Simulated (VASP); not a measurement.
RuSe:

```
Ru Se
1.0
     3.18769    0.00000    0.00000
     0.00000    3.18769    0.00000
     0.00000    0.00000    3.18769
Ru Se
1 1
Direct
  0.00000 0.00000 0.00000
  0.50000 0.50000 0.50000
```

The cell comes from a database or a generator and needn't be the stable form of this composition.

```yaml
Program: VASP 6.6.1
Task: relaxation of cell and atoms
Functional: rev-vdW-DF2
Potentials_or_basis: VASP PAW PBE potentials, release 64 (Ru_pv, Se)
Cutoff: 600 eV
k_mesh: 8 × 8 × 8
Occupations: fermi-dirac, width 0.05 eV
Spin: no spin polarisation
```

At the start: pressure -10.2 GPa; volume 16.20 Å³/atom.

Problem. How do energy, volume and symmetry change on relaxing?

Solution. Over 4 steps the energy falls by 34.7 meV/atom and the volume is 15.18 Å³/atom (-6.3 %); space group Pm-3m (No. 221, to 0.05 Å).

The path:
```
step  energy change (eV)  largest force (eV/Å)  pressure (GPa)  volume (Å³)
   1              0.0000                0.0000          -10.17        32.39
   2              0.0765                0.0000           20.08        27.81
   3             -0.0693                0.0000           -0.25        30.39
   4             -0.0693                0.0000           -0.02        30.35
```

Final structure:
```cif
data_structure
_symmetry_space_group_name_H-M 'P 1'
_symmetry_Int_Tables_number 1
_cell_length_a 3.1193
_cell_length_b 3.1193
_cell_length_c 3.1193
_cell_angle_alpha 90.000
_cell_angle_beta 90.000
_cell_angle_gamma 90.000
_cell_volume 30.35
loop_
_atom_site_label
_atom_site_type_symbol
_atom_site_fract_x
_atom_site_fract_y
_atom_site_fract_z
_atom_site_occupancy
Ru1 Ru 0.00000 0.00000 0.00000 1
Se1 Se 0.50000 0.50000 0.50000 1
```

Caveat: the PAW data sets were made with another functional, which shifts forces and pressure a little.
